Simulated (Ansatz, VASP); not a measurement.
# Cross-check of KMgF3 between VASP and Ansatz, part 2 of 2

Wanted: the spread between two codes on one cell, functional and k mesh. The cell is taken from a series of runs on this material, whose earlier steps may have relaxed, scaled, displaced or heated it; both programs get it as it stands.

VASP 6.6.1 and Ansatz 0.2.0.

So far: The starting structure; VASP: relaxation of cell and atoms, PBEsol.

**3. Ansatz: relaxation of cell and atoms, PBEsol**

Level of this step: Ansatz beside VASP: Kohn-Sham DFT, plane waves, PBEsol (Ansatz).

Ansatz runs on its PAW soft_1 files.

The same cell, functional and mesh now go to Ansatz, which takes its cutoff from its data sets.

input.yaml

```yaml
crystal:
  lattice:
    - [3.9918216775, 0.0, 0.0]
    - [0.0, 3.9918216775, 0.0]
    - [0.0, 0.0, 3.9918216775]
  atoms:
    - { symbol: K, position: [0.5, 0.5, 0.5] }
    - { symbol: Mg, position: [0.0, 0.0, 0.0] }
    - { symbol: F, position: [0.5, 0.0, 0.0] }
    - { symbol: F, position: [0.0, 0.5, 0.0] }
    - { symbol: F, position: [0.0, 0.0, 0.5] }
kpoints:
  mp_grid: { grid: [8, 8, 8] }
hamiltonian:
  xc: pbesol
  pseudopotentials: { kind: paw, azcp: { folder: soft_1 }, xc_functional: pbe }
scf:
  occupations: { method: fixed }
output:
  forces: true
  stress: true
  eigenvalues: true
relax:
  adjacent_minimum: "off"
  f_tol: 0.001
  max_steps: 60
  cell: { stress_tol: 0.01 }
```

Run with:

```console
ansatz run input.yaml --threads 4 --pin off --max-ram 10240MiB --backend cpu --events-out ev --progress --plain --runs-dir out
```

Numbers of over 12 decimals in the logs are rounded to 6 here.

What it wrote:

```text
Engine: ansatz 0.2.0, aarch64-unknown-linux-gnu
Pseudopotentials: kind: paw
Pseudopotential: K, paw, valence charge 9, recommended cutoff 420 eV (normal), soft_1/K.paw.azcp
Pseudopotential: Mg, paw, valence charge 10, recommended cutoff 420 eV (normal), soft_1/Mg.paw.azcp
Pseudopotential: F, paw, valence charge 7, recommended cutoff 420 eV (normal), soft_1/F.paw.azcp
Functional definition: PBEsol
  exchange = pbesol_x
  correlation = pbesol_c
Crystal: 5 atoms, lattice volume = 63.608 Å³
Basis set: ecut = 420 eV, 1237 PW (Γ), exchange–correlation on 54×54×54 points (8 copies of the dense FFT grid, shifted against one another)
Bands: 25, of which v1, the nominal top of the filled ones, is band 20 counted from 1 (19 counted from 0)
Symmetry: 48 space group operations
Space group: Pm-3m (ITA 221), of the structure as read, at distance tolerance 4.0e-5 Å
k-points: 35 of 512
Non-local potential: K, projectors of the file, l = 0: 3, l = 1: 2, l = 2: 2
Non-local potential: Mg, projectors of the file, l = 0: 3, l = 1: 2, l = 2: 1
Non-local potential: F, projectors of the file, l = 0: 2, l = 1: 2, l = 2: 1
PAW form: soft (Blöchl's): semilocal exchange-correlation on the pseudo side does not see the compensation charge
PAW frozen core: K, regenerated for the run's functional, and the local potential with it (the file was generated under x = pbe(κ = 0.804, μ = 0.219515), c = pbe(β = 0.066725))
PAW frozen core: Mg, regenerated for the run's functional, and the local potential with it (the file was generated under x = pbe(κ = 0.804, μ = 0.219515), c = pbe(β = 0.066725))
PAW frozen core: F, regenerated for the run's functional, and the local potential with it (the file was generated under x = pbe(κ = 0.804, μ = 0.219515), c = pbe(β = 0.066725))
PAW one-centre angular grid: K, 110 points (default); XC on 64 Gauss nodes
PAW one-centre angular grid: Mg, 110 points (default); XC on 64 Gauss nodes
PAW one-centre angular grid: F, 110 points (default); XC on 64 Gauss nodes
Initial density: superposition of atomic densities (chi_scale 0.1, normalization cell, long waves kept (reshape's long-wave potential 0.00 eV rms))
Initial wavefunctions: pseudopotential atomic-orbital guess
Functional: x = pbesol(κ = 0.804, μ = 0.123457), c = pbesol(β = 0.046)
SCF iter   1: F=—  HF=-5841.199247 eV  |F-HF|=—  |Δ(HF+E_count)|=         —  Δρ=1.50e-1  dr2=1.13e1  ethr=3.10e-3  ⟨swp⟩=4.1  Hψ=3847  notcnv=0  defer=45
preconditioner: auto → Resta (q_TF=auto, 2.525 Å⁻¹)  ε∞=3.7  [insulator: Δε(μ)=4.525 eV  Ē_g=15.649 eV  n_scr=18 (ndim 8)  ℏωp=25.5 eV  f_vac=0.000  ε∞_Penn≈3.7]
SCF iter   2: F=—  HF=-5837.829460 eV  |F-HF|=—  |Δ(HF+E_count)|=    3.37e0  Δρ=4.96e-2  dr2=1.22e0  ethr=3.10e-3  ⟨swp⟩=3.2  Hψ=2088  notcnv=0  defer=85
SCF iter   3: F=—  HF=-5837.577372 eV  |F-HF|=—  |Δ(HF+E_count)|=   2.52e-1  Δρ=2.11e-2  dr2=3.38e-1  ethr=3.06e-3  ⟨swp⟩=2.5  Hψ=1495  notcnv=0  defer=60
SCF iter   4: F=—  HF=-5837.497364 eV  |F-HF|=—  |Δ(HF+E_count)|=   8.00e-2  Δρ=5.00e-3  dr2=1.38e-2  ethr=8.44e-4  ⟨swp⟩=3.0  Hψ=1596  notcnv=0  defer=93
SCF iter   5: F=—  HF=-5837.499781 eV  |F-HF|=—  |Δ(HF+E_count)|=   2.42e-3  Δρ=1.15e-3  dr2=4.52e-4  ethr=3.45e-5  ⟨swp⟩=2.5  Hψ=1696  notcnv=0  defer=97
SCF iter   6: F=—  HF=-5837.500030 eV  |F-HF|=—  |Δ(HF+E_count)|=   2.49e-4  Δρ=2.50e-4  dr2=2.67e-5  ethr=1.13e-6  ⟨swp⟩=2.0  Hψ=1674  notcnv=0  defer=97
SCF iter   7: F=—  HF=-5837.500423 eV  |F-HF|=—  |Δ(HF+E_count)|=   3.93e-4  Δρ=5.04e-5  dr2=6.12e-7  ethr=6.68e-8  ⟨swp⟩=2.1  Hψ=1607  notcnv=0  defer=95
SCF iter   8: F=-5837.500424 eV  HF=-5837.500424 eV  |F-HF|=1.13e-8  |Δ(HF+E_count)|=   8.70e-7  Δρ=5.66e-6  dr2=1.92e-8  ethr=2.50e-10  ⟨swp⟩=10.5  Hψ=4957  notcnv=0
SCF 1 converged in 8 iterations: F = -5837.500424 eV  dr2 = 1.92e-8
  greatest PAW one-centre occupation: 1.000 electrons in one spin orbital (limit 2), on the Mg atom at site 1 (counted from 0), in its partial waves of l = 0
relax step   1: F+E_penalty+E_count = -5837.50042379 eV  Δ(F+E_penalty+E_count) = +0.000e0 eV  max|allowed force component| = 1.871e-28 eV/Å  Δτ_max = 0.0000 Å  P = +0.021 GPa  Ω = 63.608 Å³  (8 SCF iters, dr2 threshold 1.00e-7 eV, accepted)
[...]
relax step   2: F+E_penalty+E_count = -5837.50040708 eV  Δ(F+E_penalty+E_count) = +1.671e-5 eV  max|allowed force component| = 3.773e-30 eV/Å  Δτ_max = 0.0000 Å  P = +0.012 GPa  Ω = 63.616 Å³  energy of the carried Pulay correction = -1.757e-5 eV  (5 SCF iters, dr2 threshold 1.15e-9 eV, accepted)
[...]
relax step   3: F+E_penalty+E_count = -5837.50038705 eV  Δ(F+E_penalty+E_count) = +2.003e-5 eV  max|allowed force component| = 1.854e-29 eV/Å  Δτ_max = 0.0000 Å  P = +0.000 GPa  Ω = 63.626 Å³  energy of the carried Pulay correction = -3.794e-5 eV  (6 SCF iters, dr2 threshold 3.33e-10 eV, accepted)
[...]
relax step   4: F+E_penalty+E_count = -5837.50040745 eV  Δ(F+E_penalty+E_count) = -2.040e-5 eV  max|allowed force component| = 1.925e-29 eV/Å  Δτ_max = 0.0000 Å  P = +0.001 GPa  Ω = 63.626 Å³  stress off target by 1.27e-3 GPa  SCF on the basis re-selected at this cell (its energy is not comparable with the rows above)  (7 SCF iters)
basis re-selected at this cell: Δ(F+E_penalty+E_count) = -2.040e-5 eV, ΔP = +0.001 GPa vs the last step (what re-selecting the basis moved, of the pressure what is left beyond the Pulay correction that the steps carried, after the strain that the cell walked since its last selection, with what the two solves' SCF thresholds leave and, on support functions, any second-order correction that the steps lacked; it is no m [...]
SCF converged after 7 iterations
Free energy (F): -5837.500407 eV
Harris-Foulkes:  -5837.500407 eV  (|F-HF|=9.09e-13)
Internal energy: -5837.500407 eV  (E = F + TS)
E sigma→0 (E₀):  -5837.500407 eV
Fermi energy:    2.671479 eV
--- Per-component energies (eV) ---
  E_band       = -503.635393
  E_kinetic    = 922.163946
  E_local      = -3842.868388  (includes V_loc(G=0)·N_el)
  E_nonlocal   = 471.187331
  E_hartree    = 1365.879165
  E_xc         = -390.568005
  E_vxc        = -495.887561  (∫ρ·V_xc dr)
  E_paw        = -1646.243697  (= ΣΔE_a)
  E_vpaw       = -289.991043  (= ΣTr[D̂ρ^β])
  E_aug_tail   = 0.001985  (compensation charges beyond the density's cutoff)
  E_ewald      = -2717.346819
  E_core_change = 0.294076  (= ΣΔE_core)
  E_smearing   = -0.000000  (= −TS)
  E_closure    = 0.000000  (closes the sum)
  Σ components = -5837.500407   (vs F -5837.500407, Δ=0.00e0)
--- Forces (eV/Å), atoms counted from 1 ---
  atom   1  K     -0.00000000     0.00000000     0.00000000
  atom   2  Mg     0.00000000    -0.00000000     0.00000000
  atom   3  F      0.00000000    -0.00000000     0.00000000
  atom   4  F      0.00000000     0.00000000     0.00000000
  atom   5  F     -0.00000000     0.00000000     0.00000000
  max |Σ_I F_I| component: 3.00e-29 eV/Å
--- Stress (GPa, compression-positive) ---
        0.001274      -0.000000       0.000000
       -0.000000       0.001274       0.000000
        0.000000       0.000000       0.001274
  P = ⅓ Tr σ = 0.0013 GPa (0.013 kbar)
--- Band table (eV; the first three rows and the last of 35) ---
  k-point 0: bands = [... 16 lower, 2.0422, 2.3484, 2.3484, 2.3484, 9.7826, 12.6222, 12.6222, 14.7794, ... 1 higher]
  k-point 1: bands = [... 16 lower, 2.0090, 2.1943, 2.3170, 2.3170, 10.0622, 12.7654, 12.7895, 14.8534, ... 1 higher]
  k-point 2: bands = [... 16 lower, 1.9262, 1.9262, 2.2425, 2.2425, 10.8038, 13.1237, 13.1752, 15.0498, ... 1 higher]
  k-point 34: bands = [... 16 lower, 1.5585, 2.6715, 2.6715, 2.6715, 12.9752, 12.9752, 12.9752, 16.4512, ... 1 higher]
--- Relaxed structure (3 steps of the walk, 3 accepted, 1 SCFs on fresh bases) ---
  F+E_penalty+E_count = -5837.50040745 eV   max|allowed force component| = 1.925e-29 eV/Å   (the final SCF, on the basis selected at the relaxed cell)
  cell:  # Å, volume = 63.6260 Å³
    - [3.992194, 0, 0.0]
    - [0, 3.992194, 0.0]
    - [0.0, 0, 3.992194]
  atoms:
    - { symbol: K, position: [0.500000, 0.500000, 0.500000] }
    - { symbol: Mg, position: [0, 0, 0] }
    - { symbol: F, position: [0.500000, 0, 0] }
    - { symbol: F, position: [0, 0.500000, 0] }
    - { symbol: F, position: [0, 0, 0.500000] }
```

**4. Comparison**

Known differences besides the potentials themselves: fixed occupations in Ansatz, narrow Gaussian smearing in VASP; the data sets hold 40 valence electrons in Ansatz (on its PAW soft_1 files) and 32 in VASP; the cutoff is 420 eV in Ansatz and 600 eV in VASP; Ansatz makes its cores anew for this functional, VASP keeps those of its PBE data sets; Ansatz adds a Pulay correction to the stress that steers its cell, VASP none. Total energies have different zeros and are not compared.

The two programs side by side:

```
                                         quantity  Ansatz   VASP  difference
                                      volume (Å³)   63.63  63.18     +0.71 %
edge a after relaxation, in the typed setting (Å)   3.992  3.983     +0.24 %
```

**5. What came out**

```json
{
  "difference in volume (relaxation of cell and atoms, PBEsol)": "0.71 %"
}
```

The difference in volume is 0.71 % (relaxation of cell and atoms, PBEsol), within the 1.2 % picked in this series as the mark of a large difference, as far as the stopping tolerances let one tell. The data sets hold unlike numbers of valence electrons (40 in Ansatz and 32 in VASP), so part of the differences comes from the potentials. Such differences can come from data sets, numerical settings and the points named under the comparisons, not from the functional's error against experiment.

[Lines on the potential files, build, host, timing and source positions are cut from VASP's logs without a mark.]

[Logs are printed without paths, hosts, clocks, repeated set-up lines and the standing remarks that a program may print on its own settings, such as how far it seeks lower states.]

[Hosts, paths, dates, database ids (printed as entryN), source tags and the programs' standing remarks are cut or masked in the printed files.]
